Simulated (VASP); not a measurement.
VASP ran on this input.

**INCAR**
```
SYSTEM  =  ZnS
PREC  =  Accurate; ENCUT  =  300; LREAL  =  .FALSE.
LASPH  =  .TRUE.
EDIFF  =  1E-6; NELM  =  100; ALGO  =  Normal
LMAXMIX  =  4
ISMEAR  =  -1; SIGMA  =  0.05
ISIF  =  2
LWAVE  =  .FALSE.; LCHARG  =  .FALSE.
```

### KPOINTS
```
Automatic mesh
0
Gamma
5 5 3
0 0 0
```

POSCAR:
```
ZnS
1.0
  3.7620330000   0.0000000000   0.0000000000
 -1.8810170000   3.2580160000   0.0000000000
  0.0000000000   0.0000000000   6.1662430000
Zn S
2 2
direct
  0.3333330000   0.6666670000   0.0001400000
  0.6666670000   0.3333330000   0.5001400000
  0.3333330000   0.6666670000   0.3748600000
  0.6666670000   0.3333330000   0.8748600000
```

POTCAR, in this order: Zn S (LDA.64 set). Program: vasp_std.

Write an equivalent input for Ansatz.

One equivalent input (not run):
Ansatz 0.2 input:
```yaml
crystal:
  lattice:
    - [3.7620330, 0.0000000, 0.0000000]
    - [-1.8810170, 3.2580160, 0.0000000]
    - [0.0000000, 0.0000000, 6.1662430]
  atoms:
    - { symbol: Zn, position: [0.3333330, 0.6666670, 0.0001400] }
    - { symbol: Zn, position: [0.6666670, 0.3333330, 0.5001400] }
    - { symbol: S, position: [0.3333330, 0.6666670, 0.3748600] }
    - { symbol: S, position: [0.6666670, 0.3333330, 0.8748600] }
kpoints:
  mp_grid: { grid: [5, 5, 3] }
hamiltonian:
  xc: lda
  pseudopotentials: { kind: paw }
scf:
  occupations: { method: fermi_dirac, width: 0.05 }
  max_iter: 100
output: { forces: true, stress: true, eigenvalues: true }
```
What does not carry over: each code has its own PAW files, so the cut-off isn't converted (ENCUT is set for VASP's; basis.ecutwfc is left out, and Ansatz then takes the one that its files recommend); Ansatz stops its SCF on the density residual and VASP on the energy change (EDIFF); Ansatz's lda is the Perdew-Wang form, while the LDA potentials of VASP carry Perdew-Zunger's.

The structure comes from a computed database's ZnS entry; how it stands against other phases isn't given here. The cell was not relaxed at this level. The run is one of a series of settings (GGA removed, POTCAR Zn S (LDA.64 set) against the base run), some of them coarse on purpose.
